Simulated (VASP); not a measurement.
Given:

```
CELL_PARAMETERS angstrom
      4.34278     0.00000     0.00000
     -2.17139     3.76096     0.00000
      0.00000     0.00000     8.33881
ATOMIC_POSITIONS crystal
  B  0.76788 0.60397 0.77505
  B  0.39603 0.16391 0.10838
  B  0.83609 0.23212 0.44172
  B  0.60397 0.76788 0.22495
  B  0.16391 0.39603 0.89162
  B  0.23212 0.83609 0.55828
  O  0.14723 0.54900 0.46167
  O  0.45100 0.59823 0.79500
  O  0.40177 0.85277 0.12833
  O  0.54900 0.14723 0.53833
  O  0.59823 0.45100 0.20500
  O  0.85277 0.40177 0.87167
  O  0.00000 0.84342 0.66667
  O  0.15658 0.15658 0.00000
  O  0.84342 0.00000 0.33333
```

The numbers are results of r2SCAN meta-GGA, VASP's PBE PAW potentials (set 64) (plane waves; VASP), not measurements. Numerical set-up: LREAL = Auto, 520 eV cut-off, 7×7×3 Γ-centred mesh, tetrahedra with Blöchl corrections, potentials B O.

The cores are frozen, which limits the accuracy of field gradients.

Give the principal components of the electric field gradient (V/Å²) and the asymmetry η at each nucleus.

| atom | Vxx | Vyy | Vzz | η |
|---|---|---|---|---|
| B1 | -18.9 | -16.1 | 35.0 | 0.08 |
| B2 | -18.9 | -16.1 | 35.0 | 0.08 |
| B3 | -18.9 | -16.1 | 35.0 | 0.08 |
| B4 | -18.9 | -16.1 | 35.0 | 0.08 |
| B5 | -18.9 | -16.1 | 35.0 | 0.08 |
| B6 | -18.9 | -16.1 | 35.0 | 0.08 |
| O7 | -67.5 | -24.0 | 91.5 | 0.48 |
| O8 | -67.5 | -24.0 | 91.5 | 0.48 |
| O9 | -67.5 | -24.0 | 91.5 | 0.48 |
| O10 | -67.5 | -24.0 | 91.5 | 0.48 |
| O11 | -67.5 | -24.0 | 91.5 | 0.48 |
| O12 | -67.5 | -24.0 | 91.5 | 0.48 |
| O13 | -59.5 | -34.5 | 93.9 | 0.27 |
| O14 | -59.5 | -34.5 | 93.9 | 0.27 |
| O15 | -59.5 | -34.5 | 93.9 | 0.27 |

The structure comes from a computed database's B2O3 entry (P3_121); how it stands against other phases isn't given here. It was relaxed first.
